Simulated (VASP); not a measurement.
Input:

```yaml
crystal:
  lattice:
    - [4.34054, 0.00000, 0.00000]
    - [-2.17027, 3.75902, 0.00000]
    - [0.00000, 0.00000, 5.08367]
  atoms:
    - { symbol: Ba, position: [0.33333, 0.66667, 0.09807] }
    - { symbol: Al, position: [0.00000, 0.00000, 0.63503] }
    - { symbol: Ge, position: [0.66667, 0.33333, 0.55544] }
    - { symbol: H, position: [0.00000, 0.00000, 0.97746] }
```

Computed with PBEsol GGA, VASP's PBE PAW potentials (set 64) (plane waves; VASP). Numerical set-up: 400 eV cut-off, 7×7×5 Γ-centred mesh, tetrahedra with Blöchl corrections, potentials Ba_sv Al Ge_d H.

Question: What does the run give for the energy per atom (σ→0)?

Answer: 
```
Quantity                        Value
---------------------  --------------
energy per atom (σ→0)  -4.158 eV/atom
```

The structure comes from a computed database's BaAlGeH entry (P3m1); how it stands against other phases isn't given here. It was relaxed first, which changed the volume by -5 %.
